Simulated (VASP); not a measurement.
OSZICAR of a VASP run on WSe₂ (2H layered):

### OSZICAR
```
...
       N       E                     dE             d eps       ncg     rms          rms(c)
DAV:   1    -0.492409394607E+02   -0.26906E+01   -0.79569E+01  1324   0.761E+01    0.221E+01
DAV:   2    -0.466185983855E+02    0.26223E+01   -0.11745E+01  1373   0.241E+01    0.540E+00
DAV:   3    -0.461153007370E+02    0.50330E+00   -0.15641E+00  1424   0.617E+00    0.199E+00
DAV:   4    -0.460444838564E+02    0.70817E-01   -0.27065E-01  1383   0.325E+00    0.201E+00
DAV:   5    -0.460340846068E+02    0.10399E-01   -0.39520E-02  1516   0.132E+00    0.972E-01
DAV:   6    -0.460303254036E+02    0.37592E-02   -0.19574E-02  1687   0.720E-01    0.212E-01
DAV:   7    -0.460302343699E+02    0.91034E-04   -0.23907E-03  1480   0.298E-01    0.569E-02
DAV:   8    -0.460302232180E+02    0.11152E-04   -0.11586E-04  1569   0.681E-02    0.435E-02
DAV:   9    -0.460302230137E+02    0.20432E-06   -0.12749E-05  1388   0.234E-02    0.129E-02
DAV:  10    -0.460302226298E+02    0.38389E-06   -0.12101E-06  1050   0.594E-03
   2 F= -.42549532E+02 E0= -.42549532E+02  d E =0.175056E+00
       N       E                     dE             d eps       ncg     rms          rms(c)
DAV:   1    -0.479703011814E+02   -0.19401E+01   -0.36124E+01  1324   0.539E+01    0.137E+01
DAV:   2    -0.468122485532E+02    0.11581E+01   -0.77918E+00  1421   0.180E+01    0.363E+00
DAV:   3    -0.465504181922E+02    0.26183E+00   -0.15996E+00  1451   0.509E+00    0.151E+00
DAV:   4    -0.464969720001E+02    0.53446E-01   -0.22042E-01  1443   0.300E+00    0.955E-01
DAV:   5    -0.464949563806E+02    0.20156E-02   -0.30292E-02  1546   0.101E+00    0.800E-01
DAV:   6    -0.464930816457E+02    0.18747E-02   -0.12245E-02  1522   0.550E-01    0.218E-01
DAV:   7    -0.464928858317E+02    0.19581E-03   -0.14467E-03  1408   0.274E-01    0.927E-02
DAV:   8    -0.464928947924E+02   -0.89607E-05   -0.14852E-04  1555   0.654E-02    0.325E-02
DAV:   9    -0.464928862136E+02    0.85788E-05   -0.44826E-05  1279   0.309E-02    0.859E-03
DAV:  10    -0.464928868395E+02   -0.62586E-06   -0.57006E-06  1455   0.107E-02
   3 F= -.42789256E+02 E0= -.42789256E+02  d E =-.646687E-01
       N       E                     dE             d eps       ncg     rms          rms(c)
DAV:   1    -0.465683828545E+02   -0.75497E-01   -0.42094E+00  1353   0.142E+01    0.234E+00
DAV:   2    -0.464986630512E+02    0.69720E-01   -0.37063E-01  1378   0.421E+00    0.734E-01
DAV:   3    -0.464842268497E+02    0.14436E-01   -0.40098E-02  1529   0.999E-01    0.518E-01
DAV:   4    -0.464819550420E+02    0.22718E-02   -0.73845E-03  1331   0.513E-01    0.474E-01
DAV:   5    -0.464814330664E+02    0.52198E-03   -0.19565E-03  1497   0.274E-01    0.120E-01
DAV:   6    -0.464812768153E+02    0.15625E-03   -0.89397E-04  1703   0.141E-01    0.360E-02
DAV:   7    -0.464812731060E+02    0.37093E-05   -0.11569E-04  1510   0.634E-02    0.197E-02
DAV:   8    -0.464812728360E+02    0.26998E-06   -0.58603E-06  1276   0.140E-02
   4 F= -.42832275E+02 E0= -.42832275E+02  d E =-.430184E-01
       N       E                     dE             d eps       ncg     rms          rms(c)
DAV:   1    -0.465156475621E+02   -0.34374E-01   -0.33996E+00  1360   0.128E+01    0.210E+00
DAV:   2    -0.464594872794E+02    0.56160E-01   -0.30094E-01  1386   0.380E+00    0.668E-01
DAV:   3    -0.464475480890E+02    0.11939E-01   -0.34930E-02  1523   0.919E-01    0.458E-01
DAV:   4    -0.464456538818E+02    0.18942E-02   -0.64751E-03  1354   0.485E-01    0.427E-01
DAV:   5    -0.464452529529E+02    0.40093E-03   -0.15548E-03  1474   0.244E-01    0.105E-01
DAV:   6    -0.464451180790E+02    0.13487E-03   -0.73336E-04  1694   0.128E-01    0.333E-02
DAV:   7    -0.464451151697E+02    0.29093E-05   -0.95452E-05  1517   0.572E-02    0.185E-02
DAV:   8    -0.464451150162E+02    0.15348E-06   -0.49855E-06  1276   0.131E-02
   5 F= -.42844650E+02 E0= -.42844650E+02  d E =-.553935E-01
       N       E                     dE             d eps       ncg     rms          rms(c)
DAV:   1    -0.465525711275E+02   -0.10746E+00   -0.51784E+00  1248   0.147E+01    0.200E+00
DAV:   2    -0.464629966071E+02    0.89575E-01   -0.76357E-01  1371   0.527E+00    0.990E-01
DAV:   3    -0.464471594752E+02    0.15837E-01   -0.52074E-02  1411   0.114E+00    0.463E-01
DAV:   4    -0.464419769770E+02    0.51825E-02   -0.16028E-02  1417   0.649E-01    0.246E-01
DAV:   5    -0.464418329883E+02    0.14399E-03   -0.13346E-03  1547   0.224E-01    0.160E-01
DAV:   6    -0.464417754692E+02    0.57519E-04   -0.36367E-04  1545   0.101E-01    0.272E-02
DAV:   7    -0.464417583579E+02    0.17111E-04   -0.91664E-05  1450   0.438E-02    0.566E-03
DAV:   8    -0.464417577482E+02    0.60966E-06   -0.46079E-06  1413   0.111E-02
   6 F= -.42880175E+02 E0= -.42880175E+02  d E =-.355251E-01
       N       E                     dE             d eps       ncg     rms          rms(c)
DAV:   1    -0.471389046746E+02   -0.69715E+00   -0.35566E+01  1256   0.386E+01    0.522E+00
DAV:   2    -0.465256001488E+02    0.61330E+00   -0.50144E+00  1363   0.135E+01    0.255E+00
DAV:   3    -0.464231819211E+02    0.10242E+00   -0.33798E-01  1508   0.292E+00    0.117E+00
DAV:   4    -0.463904358108E+02    0.32746E-01   -0.94472E-02  1422   0.166E+00    0.667E-01
DAV:   5    -0.463888873768E+02    0.15484E-02   -0.87727E-03  1517   0.582E-01    0.391E-01
DAV:   6    -0.463886500795E+02    0.23730E-03   -0.15168E-03  1543   0.212E-01    0.736E-02
DAV:   7    -0.463885675190E+02    0.82561E-04   -0.49265E-04  1434   0.104E-01    0.198E-02
DAV:   8    -0.463885650802E+02    0.24388E-05   -0.34281E-05  1618   0.333E-02    0.936E-03
DAV:   9    -0.463885643219E+02    0.75822E-06   -0.56216E-06  1316   0.115E-02
   7 F= -.42928742E+02 E0= -.42928742E+02  d E =-.840922E-01
       N       E                     dE             d eps       ncg     rms          rms(c)
DAV:   1    -0.463867470918E+02    0.18180E-02   -0.43073E-01  1247   0.434E+00    0.598E-01
DAV:   2    -0.463794391486E+02    0.73079E-02   -0.64385E-02  1411   0.155E+00    0.292E-01
DAV:   3    -0.463780600373E+02    0.13791E-02   -0.48375E-03  1465   0.339E-01    0.134E-01
DAV:   4    -0.463776212597E+02    0.43878E-03   -0.13591E-03  1415   0.198E-01    0.740E-02
DAV:   5    -0.463776136957E+02    0.75640E-05   -0.93098E-05  1477   0.590E-02    0.446E-02
DAV:   6    -0.463776107517E+02    0.29440E-05   -0.21828E-05  1472   0.244E-02    0.716E-03
DAV:   7    -0.463776093020E+02    0.14498E-05   -0.68380E-06  1286   0.126E-02    0.163E-03
DAV:   8    -0.463776091863E+02    0.11568E-06   -0.27567E-07   746   0.388E-03
   8 F= -.42928950E+02 E0= -.42928950E+02  d E =-.843003E-01
       N       E                     dE             d eps       ncg     rms          rms(c)
DAV:   1    -0.465319163276E+02   -0.15431E+00   -0.33908E+00  1268   0.154E+01    0.403E+00
DAV:   2    -0.464510340366E+02    0.80882E-01   -0.35409E-01  1370   0.428E+00    0.967E-01
DAV:   3    -0.464314464990E+02    0.19588E-01   -0.86045E-02  1530   0.135E+00    0.422E-01
DAV:   4    -0.464279272458E+02    0.35193E-02   -0.16751E-02  1479   0.775E-01    0.259E-01
DAV:   5    -0.464276373122E+02    0.28993E-03   -0.17067E-03  1483   0.260E-01    0.228E-01
DAV:   6    -0.464275662625E+02    0.71050E-04   -0.50101E-04  1551   0.122E-01    0.613E-02
DAV:   7    -0.464275483379E+02    0.17925E-04   -0.13512E-04  1403   0.845E-02    0.305E-02
DAV:   8    -0.464275474958E+02    0.84211E-06   -0.92076E-06  1443   0.203E-02
   9 F= -.42918787E+02 E0= -.42918787E+02  d E =0.101630E-01
       N       E                     dE             d eps       ncg     rms          rms(c)
DAV:   1    -0.464478623938E+02   -0.20314E-01   -0.15972E+00  1275   0.104E+01    0.285E+00
DAV:   2    -0.464096319077E+02    0.38230E-01   -0.15978E-01  1370   0.290E+00    0.660E-01
DAV:   3    -0.464003872198E+02    0.92447E-02   -0.35641E-02  1506   0.898E-01    0.277E-01
DAV:   4    -0.463989568430E+02    0.14304E-02   -0.68479E-03  1463   0.500E-01    0.196E-01
DAV:   5    -0.463988154922E+02    0.14135E-03   -0.79271E-04  1459   0.178E-01    0.159E-01
DAV:   6    -0.463988020288E+02    0.13463E-04   -0.22420E-04  1505   0.808E-02    0.342E-02
DAV:   7    -0.463987955540E+02    0.64749E-05   -0.49950E-05  1397   0.518E-02    0.173E-02
DAV:   8    -0.463987951291E+02    0.42488E-06   -0.32638E-06  1163   0.125E-02
  10 F= -.42931555E+02 E0= -.42931555E+02  d E =-.260516E-02
       N       E                     dE             d eps       ncg     rms          rms(c)
DAV:   1    -0.464070446107E+02   -0.82491E-02   -0.11128E-01  1298   0.242E+00    0.315E-01
DAV:   2    -0.464047759306E+02    0.22687E-02   -0.71260E-03  1415   0.483E-01    0.146E-01
DAV:   3    -0.464041676415E+02    0.60829E-03   -0.16261E-03  1404   0.252E-01    0.103E-01
DAV:   4    -0.464041299052E+02    0.37736E-04   -0.12175E-04  1513   0.653E-02    0.589E-02
DAV:   5    -0.464041002160E+02    0.29689E-04   -0.75465E-05  1445   0.507E-02    0.146E-02
DAV:   6    -0.464040987678E+02    0.14482E-05   -0.88410E-06  1358   0.165E-02    0.573E-03
DAV:   7    -0.464040987188E+02    0.48917E-07   -0.76613E-07   753   0.527E-03
  11 F= -.42932177E+02 E0= -.42932177E+02  d E =-.621538E-03
       N       E                     dE             d eps       ncg     rms          rms(c)
DAV:   1    -0.464036097194E+02    0.48905E-03   -0.15036E-03  1298   0.282E-01    0.362E-02
DAV:   2    -0.464035781892E+02    0.31530E-04   -0.97126E-05  1401   0.560E-02    0.170E-02
DAV:   3    -0.464035702849E+02    0.79043E-05   -0.21749E-05  1390   0.292E-02    0.120E-02
DAV:   4    -0.464035699076E+02    0.37733E-06   -0.15161E-06   954   0.761E-03
  12 F= -.42932189E+02 E0= -.42932189E+02  d E =-.633840E-03
```

Which electronic solver shows in the log?

It is blocked Davidson (ALGO = Normal, or the opening steps of other solvers). The INCAR had ALGO = Normal.

Can the final energy be trusted as converged?

Self-consistency was reached. It stopped with EDIFF = 1E-6, NELM = 100, NSW = 40 and EDIFFG = -0.02 after 12 ionic steps (PBEsol GGA, plane waves, VASP's PBE PAW potentials (set 64)). Energy and stress use the plane-wave basis of the starting cell. Without a dispersion term in the relaxation, distances and binding between the weakly bound layers, chains or molecules are unreliable, and so is what depends on them.

The compound is WSe2 in the 2H layered structure. This run relaxes it under an external pressure of 5 GPa. Symmetry was kept, so distortions that lower it aren't found.
